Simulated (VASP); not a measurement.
An input for Ansatz (written as the equivalent of a VASP run, and not itself run):

Ansatz 0.2 input:
```yaml
crystal:
  lattice:
    - [-1.8533440, 1.8533440, 6.2745110]
    - [1.8533440, -1.8533440, 6.2745110]
    - [1.8533440, 1.8533440, -6.2745110]
  atoms:
    - { symbol: Nb, position: [0.7500000, 0.7500000, 0.0000000] }
    - { symbol: Nb, position: [0.5000000, 0.0000000, 0.5000000] }
    - { symbol: Te, position: [0.1660000, 0.1660000, 0.0000000] }
    - { symbol: Te, position: [0.9160000, 0.4160000, 0.5000000] }
kpoints:
  mp_grid: { grid: [8, 8, 8] }
hamiltonian:
  xc: pbe
  pseudopotentials: { kind: paw }
scf:
  occupations: { method: gaussian, width: 0.05 }
  max_iter: 100
output: { forces: true, stress: true, eigenvalues: true }
```

Question: Translate this input to VASP (INCAR, KPOINTS, POSCAR, choice of POTCAR).

Answer: This is not unique; one that fits is 
**KPOINTS**
```
Automatic mesh
0
Gamma
8 8 8
0 0 0
```

File POSCAR:
```
NbTe
6.7999450
 -0.2725527927   0.2725527927   0.9227296691
  0.2725527927  -0.2725527927   0.9227296691
  0.2725527927   0.2725527927  -0.9227296691
Nb Te
2 2
Cartesian
 -0.0000000000   0.0000000000   1.3840945037
  0.0000000000   0.2725527927   0.0000000000
  0.0000000000  -0.0000000000   0.3063462502
  0.0000000000   0.2725527927   0.7677110847
```

### INCAR
```
EDIFF = 1E-6
SYSTEM = NbTe
GGA = PE   # PBE
LMAXMIX = 4   # l cut-off of mixed one-centre charges
ENCUT = 475   # plane-wave cut-off (eV)
LWAVE = .FALSE.
ISIF = 2   # forces and stress, cell fixed
SIGMA = 0.05
LREAL = .FALSE.
LCHARG = .FALSE.
ISMEAR = 0   # Gaussian
LASPH = .TRUE.   # aspherical one-centre terms
ALGO = Normal   # blocked Davidson
NELM = 100   # most electronic steps
PREC = Accurate
```

POTCAR, in this order: Nb_sv Te (PBE.64 set). Program: vasp_std.

Limits of the translation: each code has its own PAW files, so the cut-off isn't converted (ENCUT is set for VASP's; basis.ecutwfc is left out, and Ansatz then takes the one that its files recommend); Ansatz stops its SCF on the density residual and VASP on the energy change (EDIFF).

The structure was generated: NbTe was put into the NbAs type (I4_1md), which need not be its known phase. The cell was not relaxed at this level. The run is one of a series of settings (ENCUT = 475 against the base run), some of them coarse on purpose.
